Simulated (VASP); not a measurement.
An input for Quantum ESPRESSO's pw.x (written as the equivalent of a VASP run, and not itself run):

```
&CONTROL
  calculation = 'scf'
  pseudo_dir = './pseudo'
  outdir = './out'
  tprnfor = .true.
  tstress = .true.
/
&SYSTEM
  ibrav = 0
  nat = 2
  ntyp = 2
  ecutwfc = 88
  occupations = 'smearing'
  smearing = 'gaussian'
  degauss = 0.003675
  input_dft = 'pbe'
/
&ELECTRONS
  conv_thr = 7.3e-08
  electron_maxstep = 100
/
ATOMIC_SPECIES
  Na 22.990 Na.upf
  I 126.904 I.upf
CELL_PARAMETERS angstrom
     0.0000000    3.2064520    3.2915840
     3.1936980    0.0000000    3.2915840
     3.1936980    3.2064520    0.0000000
ATOMIC_POSITIONS crystal
  Na   0.0000000  0.0000000  0.0000000
  I    0.4867620  0.5132380  0.5132380
K_POINTS automatic
  8 8 8 0 0 0
```

**Question.** Translate this input to VASP (INCAR, KPOINTS, POSCAR, choice of POTCAR).

**Answer.** One answer among several that fit: 
### KPOINTS
```
Regular mesh
0
gamma
  8 8 8
0 0 0
```

POSCAR:
```
NaI
1
    0.0000000000     3.2064520000     3.2915840000
    3.1936980000     0.0000000000     3.2915840000
    3.1936980000     3.2064520000     0.0000000000
Na I
1 1
Direct
  0.0000000000   0.0000000000   0.0000000000
  0.4867620000   0.5132380000   0.5132380000
```

**INCAR**
```
SYSTEM=NaI
PREC=Accurate; ENCUT=400; LREAL=F
LASPH=T
EDIFF=1E-6; NELM=100; ALGO=Normal
LMAXMIX=4
ISMEAR=0; SIGMA=0.05
GGA=PE
ISIF=2
LWAVE=F; LCHARG=F
```

POTCAR, in this order: Na_pv I (PBE.64 set). Program: vasp_std.

Limits of the translation: the potentials are each code's own (VASP's PAW set, PseudoDojo norm-conserving files in pw.x), so ENCUT and ecutwfc are chosen apart and not converted; conv_thr bounds pw.x's estimated SCF error, while EDIFF bounds the energy change between steps.

The compound is NaI in the rock salt structure. The cell was not relaxed at this level, atoms are displaced from their ideal sites. The run is one of a series of settings (KPOINTS 8×8×8 Γ-centred mesh against the base run), some of them coarse on purpose.
